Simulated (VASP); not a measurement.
These are PBE GGA, VASP's PBE PAW potentials (set 64) (plane waves; VASP 6.6.1) values and carry that method's errors.

The input files of a VASP run:

KPOINTS:
```
Regular mesh
0
gamma
 11 11 11
0 0 0
```

**POSCAR**
```
Ce
3.3689930
  0.0000000000   0.7071068417   0.7071068417
  0.7071068417   0.0000000000   0.7071068417
  0.7071068417   0.7071068417   0.0000000000
Ce
1
Cart
  0.0000000000   0.0000000000   0.0000000000
```

**INCAR**
```
SYSTEM=Ce
LCHARG=.FALSE.
SIGMA=0.272
ISMEAR=1   ! Methfessel-Paxton
NELM=100   ! most electronic steps
LREAL=.FALSE.   ! projection in real space or not
ALGO=Normal
LMAXMIX=6   ! l cut-off of mixed one-centre charges
GGA=PE   ! PBE
EDIFF=1E-6
LASPH=.TRUE.   ! aspherical one-centre terms
ENCUT=300   ! plane-wave cut-off (eV)
ISIF=2   ! forces and stress, cell fixed
LWAVE=.FALSE.
PREC=Accurate
```

POTCAR, in this order: Ce (PBE.64 set). Program: vasp_std.

Output of the run:

OUTCAR:
```
 ion  position               nearest neighbor table
   1  0.000  0.000  0.000-
  LATTYP: Found a face centered cubic cell.
 ALAT       =     4.7644760000
 Subroutine PRICEL returns:
 Original cell was already a primitive cell.
 Subroutine GETGRP returns: Found 48 space group operations
The static configuration has the point symmetry O_h .
The dynamic configuration has the point symmetry O_h .
 Subroutine INISYM returns: Found 48 space group operations
 Subroutine IBZKPT returns following result:
 Found     56 irreducible k-points:

 Following reciprocal coordinates:
            Coordinates               Weight
  0.000000  0.000000  0.000000      1.000000
  0.090909  0.000000  0.000000      8.000000
  0.181818  0.000000  0.000000      8.000000
  0.272727  0.000000  0.000000      8.000000
  0.363636  0.000000  0.000000      8.000000
  0.454545  0.000000  0.000000      8.000000
  0.090909  0.090909  0.000000      6.000000
  0.181818  0.090909  0.000000     24.000000
  0.272727  0.090909  0.000000     24.000000
  0.363636  0.090909  0.000000     24.000000
...
```

File OSZICAR:
```
       N       E                     dE             d eps       ncg     rms          rms(c)
DAV:   1     0.838399635399E+02    0.83840E+02   -0.36223E+03  1120   0.982E+02
DAV:   2    -0.158873234628E+01   -0.85429E+02   -0.83547E+02  1536   0.196E+02
DAV:   3    -0.628656529757E+01   -0.46978E+01   -0.45638E+01  1352   0.620E+01
DAV:   4    -0.651493772543E+01   -0.22837E+00   -0.22552E+00  2100   0.117E+01
DAV:   5    -0.652181728287E+01   -0.68796E-02   -0.68670E-02  2048   0.184E+00    0.898E+00
DAV:   6    -0.647948064246E+01    0.42337E-01   -0.13935E+01  1756   0.247E+01    0.678E+00
DAV:   7    -0.601513445156E+01    0.46435E+00   -0.88381E+00  1936   0.222E+01    0.383E+00
DAV:   8    -0.592523839247E+01    0.89896E-01   -0.10453E+00  1812   0.754E+00    0.673E-01
DAV:   9    -0.592563235842E+01   -0.39397E-03   -0.50595E-02  2074   0.172E+00    0.189E-01
DAV:  10    -0.592648133974E+01   -0.84898E-03   -0.37780E-03  1980   0.430E-01    0.170E-01
DAV:  11    -0.592639406791E+01    0.87272E-04   -0.14579E-03  2086   0.324E-01    0.346E-02
DAV:  12    -0.592639650894E+01   -0.24410E-05   -0.37655E-05  2014   0.636E-02    0.153E-02
DAV:  13    -0.592638800306E+01    0.85059E-05    0.11583E-05  2116   0.323E-02    0.158E-03
DAV:  14    -0.592637356338E+01    0.14440E-04    0.88761E-05  1146   0.297E-03    0.104E-03
DAV:  15    -0.592636998221E+01    0.35812E-05    0.35790E-05  1046   0.290E-03    0.492E-04
DAV:  16    -0.592636902446E+01    0.95775E-06    0.95812E-06   970   0.113E-03
   1 F= -.59263690E+01 E0= -.59395257E+01  d E =0.394700E-01
```

**OUTCAR**
```
------------------------ aborting loop because EDIFF is reached ----------------------------------------
  FORCE on cell =-STRESS in cart. coord.  units (eV):
  Direction    XX          YY          ZZ          XY          YZ          ZX
  --------------------------------------------------------------------------------------
  Total       -0.2312351     -0.2312351     -0.2312351      0.0000000     -0.0000000     -0.0000000
  in kB      -13.7018432    -13.7018432    -13.7018432      0.0000000     -0.0000000     -0.0000000
  external PRESSURE =     -13.7018432 kB  Pullay stress =       0.0000000 kB
  volume of cell :       27.04
      direct lattice vectors                 reciprocal lattice vectors
     0.000000000  2.382238000  2.382238000    -0.209886670  0.209886670  0.209886670
     2.382238000  0.000000000  2.382238000     0.209886670 -0.209886670  0.209886670
     2.382238000  2.382238000  0.000000000     0.209886670  0.209886670 -0.209886670
 POSITION                                       TOTAL-FORCE (eV/Angst)
 -----------------------------------------------------------------------------------
      0.00000      0.00000      0.00000         0.000000      0.000000      0.000000
 -----------------------------------------------------------------------------------
    total drift:                                0.000000      0.000000     -0.000000
  FREE ENERGIE OF THE ION-ELECTRON SYSTEM (eV)
  ---------------------------------------------------
  free  energy   TOTEN  =        -5.9263690245 eV

  energy  without entropy=       -5.9658390708  energy(sigma->0) =       -5.93952571
```
(Selected blocks of OUTCAR.)

File OUTCAR:
```
 val. band max:        9.1283961018   @ k =   0.3636   0.0000   0.0000

 cond. band min:       9.2029202793   @ k =  -0.2727   0.2727   0.0000


 Fermi energy:         9.1655394919

 k-point     1 :       0.0000    0.0000    0.0000
  band No.  band energies     occupation
      1     -25.5741      2.00000
      2      -6.8438      2.00000
      3      -6.8438      2.00000
      4      -6.8438      2.00000
      5       6.2402      2.00000
      6       8.9509      1.97445
      7       9.5142     -0.06999
      8       9.5142     -0.06999
      9       9.5142     -0.06999
     10      10.2440     -0.00000

 k-point     2 :       0.0909    0.0000    0.0000
  band No.  band energies     occupation
      1     -25.5378      2.00000
      2      -7.1001      2.00000
      3      -6.8722      2.00000
      4      -6.8722      2.00000
      5       6.5929      2.00000
      6       8.8649      2.06578
      7       9.4837     -0.06990
      8       9.5281     -0.06782
      9       9.5281     -0.06782
     10      10.0733     -0.00003

 k-point     3 :       0.1818    0.0000    0.0000
  band No.  band energies     occupation
      1     -25.4385      2.00000
      2      -7.7399      2.00000
      3      -6.9471      2.00000
      4      -6.9471      2.00000
      5       7.3077      2.00000
      6       8.8318      2.07091
      7       9.3993     -0.00738
      8       9.5700     -0.05647
      9       9.5700     -0.05647
     10       9.8742     -0.00143

 k-point     4 :       0.2727    0.0000    0.0000
  band No.  band energies     occupation
      1     -25.3040      2.00000
      2      -8.4984      2.00000
      3      -7.0426      2.00000
      4      -7.0426      2.00000
      5       7.4828      2.00000
      6       9.2154      0.69555
      7       9.3993     -0.00750
      8       9.6239     -0.03840
      9       9.6240     -0.03837
     10       9.7806     -0.00629

 k-point     5 :       0.3636    0.0000    0.0000
...
```

At this cut-off the stress carries a Pulay error, which pulls relaxed volumes low.

The structure comes from a computed database's Ce entry; how it stands against other phases isn't given here. The cell was not relaxed at this level. The run is one of a series of settings (KPOINTS 11×11×11 Γ-centred mesh against the base run), some of them coarse on purpose. The run is not spin-polarised, so no magnetic state was tried.
